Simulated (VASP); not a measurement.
Runs of VASP 6.6.1 on Cu. The structure is cubic, space group Fm-3m (No. 225). The conventional cell has a = 3.615 Å, b = 3.615 Å, c = 3.615 Å, α = 90.00°, β = 90.00°, γ = 90.00°. Around Cu (site symmetry m-3m) lie 12 Cu at 2.56 Å. 

```csv
task,level,potentials or basis,cell,k mesh,cutoff (eV),mesh quality,gap on the mesh (eV),pressure (GPa),relaxed volume (Å³/atom)
relaxation of cell and atoms,RPBE,"VASP PAW PBE potentials, release 64 (Cu)",relaxed,18 × 18 × 18,600,not flagged,none,0.0,12.46
relaxation of cell and atoms,LDA,"VASP PAW LDA potentials, release 64 (Cu)",relaxed,18 × 18 × 18,600,not flagged,none,-0.1,10.95
single point,LDA,"VASP PAW LDA potentials, release 64 (Cu)",as given,8 × 8 × 8,520,coarse,none,(b),-
single point,PBEsol,"VASP PAW PBE potentials, release 64 (Cu)",as given,8 × 8 × 8,520,coarse,none,(a),-
relaxation of cell and atoms,PBE,"VASP PAW PBE potentials, release 64 (Cu)",relaxed,18 × 18 × 18,600,not flagged,none,0.1,12.01
relaxation of cell and atoms,r2SCAN,"VASP PAW PBE potentials, release 64 (Cu)",relaxed,18 × 18 × 18,600,not flagged,none,-0.1,11.50
relaxation of cell and atoms,PBEsol,"VASP PAW PBE potentials, release 64 (Cu)",relaxed,18 × 18 × 18,600,not flagged,none,0.0,11.37
single point,PBE,"VASP PAW PBE potentials, release 64 (Cu)",as given,8 × 8 × 8,520,coarse,none,3.1,-
```

Alike in all rows: no spin polarisation; smearing methfessel-paxton 0.1 eV.

Task: Fill in the values left out.

Result: (a) -4.9; (b) -10.9.

Caveats: some runs use coarse meshes; the PAW data sets were made with another functional, which shifts forces and pressure a little (some runs).

A k mesh can miss the band edges.

A gap of «none» marks a metal or a gap under the smearing width.

Not every run made on this cell is shown here.
